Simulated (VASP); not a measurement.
Here is the system:

```xyz
1
Lattice="-1.5699 1.5699 1.5699 1.5699 -1.5699 1.5699 1.5699 1.5699 -1.5699" Properties=species:S:1:pos:R:3 pbc="T T T"
W      0.0000     0.0000     0.0000
```

Calculation: optB86b-vdW, VASP's PBE PAW potentials (set 64) (plane waves; VASP). Numerical set-up: 520 eV cut-off, 16×16×16 Γ-centred mesh, first-order Methfessel-Paxton smearing of 0.10 eV, potentials W_sv.

Q: Give the stress tensor in GPa (positive for a compressed cell).

A: 
```
9.59  0.00  0.00
0.00  9.59  0.00
0.00  0.00  9.59
```
The pressure is its mean diagonal, 9.59 GPa.

The compound is W in the bcc structure. This cell is one point of a volume scan, at 0.97 of the reference volume.
